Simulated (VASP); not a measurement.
A convergence study with VASP on Hf (hcp): one setting is varied, all else stays as given below, so the limit is that of these other settings.

```
CELL_PARAMETERS angstrom
      1.59500    -2.76262     0.00000
      1.59500     2.76262     0.00000
      0.00000     0.00000     5.05000
ATOMIC_POSITIONS crystal
  Hf 0.33333 0.66667 0.25000
  Hf 0.66667 0.33333 0.75000
```

The numbers are results of LDA (Ceperley-Alder, Perdew-Zunger), VASP's LDA PAW potentials (set 64) (plane waves; VASP 6.6.1), not measurements. The tightest run used: 550 eV cut-off, 23×23×12 Γ-centred mesh, first-order Methfessel-Paxton smearing of 0.10 eV, potentials Hf_pv.

**Question.** The settings run are 1×1×1 mesh; 2×2×1 mesh; 3×3×2 mesh; 4×4×2 mesh; 5×5×3 mesh; 6×6×3 mesh; 7×7×4 mesh; 8×8×4 mesh; 9×9×5 mesh; 10×10×5 mesh; 11×11×6 mesh; 12×12×6 mesh; 13×13×7 mesh; 14×14×7 mesh; 15×15×8 mesh; 16×16×9 mesh; 17×17×9 mesh; 18×18×10 mesh; 19×19×10 mesh; 20×20×11 mesh; 21×21×11 mesh; 22×22×12 mesh; 23×23×12 mesh. From which on does the energy per atom stay within 0.005 eV/atom of the tightest run?

**Answer.** From 9×9×5 mesh on: it is off by 0.0024 there and by no more than 0.005 in any finer run, while 8×8×4 mesh is off by 0.0078.
| setting | E (eV/atom) | pressure (GPa) | irreducible k-points | difference judged (eV/atom) |
|---|---|---|---|---|
| 1×1×1 mesh | -9.9419 | 41.09 | 1 | 0.7208 |
| 2×2×1 mesh | -11.0530 | -13.56 | 2 | 0.3903 |
| 3×3×2 mesh | -10.6858 | -7.20 | 6 | 0.0231 |
| 4×4×2 mesh | -10.6273 | -7.19 | 8 | 0.0354 |
| 5×5×3 mesh | -10.6650 | -7.57 | 10 | 0.0023 |
| 6×6×3 mesh | -10.6299 | -6.24 | 14 | 0.0328 |
| 7×7×4 mesh | -10.6605 | -6.75 | 24 | 0.0022 |
| 8×8×4 mesh | -10.6705 | -7.29 | 30 | 0.0078 |
| 9×9×5 mesh | -10.6651 | -7.15 | 36 | 0.0024 |
| 10×10×5 mesh | -10.6638 | -7.32 | 42 | 0.0012 |
| 11×11×6 mesh | -10.6600 | -7.10 | 64 | 0.0027 |
| 12×12×6 mesh | -10.6617 | -7.16 | 76 | 0.0010 |
| 13×13×7 mesh | -10.6615 | -7.03 | 84 | 0.0011 |
| 14×14×7 mesh | -10.6617 | -7.11 | 96 | 0.0010 |
| 15×15×8 mesh | -10.6623 | -7.10 | 135 | 0.0004 |
| 16×16×9 mesh | -10.6629 | -7.18 | 150 | 0.0002 |
| 17×17×9 mesh | -10.6630 | -7.10 | 165 | 0.0003 |
| 18×18×10 mesh | -10.6628 | -7.11 | 222 | 0.0002 |
| 19×19×10 mesh | -10.6632 | -7.11 | 240 | 0.0005 |
| 20×20×11 mesh | -10.6624 | -7.13 | 264 | 0.0003 |
| 21×21×11 mesh | -10.6623 | -7.13 | 288 | 0.0004 |
| 22×22×12 mesh | -10.6625 | -7.13 | 364 | 0.0002 |
| 23×23×12 mesh | -10.6627 | -7.13 | 392 | 0.0000 |

Left out are rungs that failed or repeat a setting and relaxations that didn't move; long series are thinned to 24 rows.

The compound is Hf in the hcp structure. The cell was not relaxed at this level.
